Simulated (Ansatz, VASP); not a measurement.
# ZnGaP: VASP beside Ansatz

File POSCAR:

```
ZnGaP
1.0
    4.0159400000      0.0000000000      0.0000000000
   -2.0079700000      3.4779100000      0.0000000000
    0.0000000000      0.0000000000      4.4042000000
Zn Ga P
1 1 1
Direct
    0.0000000000      0.0000000000      0.5000000000
    0.6666700000      0.3333300000      0.0000000000
    0.3333300000      0.6666700000      0.5000000000
```

File INCAR.step1:

```
  PREC = Accurate
  ENCUT = 520
  EDIFF = 1E-5
  ISMEAR = -1
  SIGMA = 0.05
  LREAL = F
  LASPH = T
  NELM = 100
  ALGO = Normal
  ISIF = 2
  LWAVE = T
  LCHARG = F
  GGA = PE
```

The input INCAR.step2:

```
  PREC = Accurate
  ENCUT = 520
  EDIFF = 1E-6
  ISMEAR = -1
  SIGMA = 0.05
  LREAL = F
  LASPH = T
  NELM = 100
  ALGO = Normal
  ISIF = 2
  LWAVE = F
  LCHARG = F
  GGA = PE
  LHFCALC = T
  HFSCREEN = 0.2
  AEXX = 0.25
  PRECFOCK = Fast
  ISTART = 1
```

File KPOINTS:

```
Automatic mesh
0
Gamma
  4 4 3
```

The input input.yaml:

```yaml
crystal:
  lattice:
    - [4.01594, 0.0, 0.0]
    - [-2.00797, 3.47791, 0.0]
    - [0.0, 0.0, 4.4042]
  atoms:
    - { symbol: Zn, position: [0.0, 0.0, 0.5] }
    - { symbol: Ga, position: [0.66667, 0.33333, 0.0] }
    - { symbol: P, position: [0.33333, 0.66667, 0.5] }
hamiltonian:
  xc: { exchange: pbe, correlation: pbe, exx: { coeff: 0.25, omega: 0.2 } }
  pseudopotentials: { kind: paw }
kpoints:
  mp_grid: { grid: [4, 4, 3] }
scf:
  occupations: { method: fermi_dirac, width: 0.05 }
output:
  forces: true
  stress: true
  eigenvalues: true
  write_density: true
  write_potential: true
  elf: true
  volumetric_format: npy
```

The cell was built by a generator and needn't be a form met in nature.

Alike in both runs: task single point; functional HSE(alpha, omega); k mesh 4 × 4 × 3; occupations fermi-dirac, width 0.05 eV; no spin polarisation.

|  | VASP | Ansatz |
| --- | --- | --- |
| version | VASP 6.6.1 | Ansatz 0.2.0 |
| potentials or method | VASP PAW PBE potentials, release 64 (Zn, Ga_d, P) | Ansatz PAW |
| plane-wave cutoff (eV) | 520 | 420 |
| valence electrons in the cell | 30 | 30 |

```tsv
	VASP	Ansatz	Ansatz less VASP
gap on the k mesh at the Fermi level (eV)	0.20	0.20	-0.005
least direct gap on the mesh (eV)	2.21	2.21	-0.001
pressure (GPa)	1.2	1.1	-0.05
largest component of the traceless stress (GPa)	0.38	0.36	-0.020
```

Caveats: the k mesh is coarse (spacing up to 0.48 Å⁻¹), so the values aren't converged, least of all with exact exchange; the PAW data sets were made with another functional, which shifts forces and pressure a little (VASP); an odd mesh through Γ misses points on the zone boundary, where band edges often lie (VASP); the PAW data sets come from PBE, with cores solved anew for the run's functional, which leaves a small shift of forces and pressure (Ansatz); the thresholds are loose for stress (Ansatz).
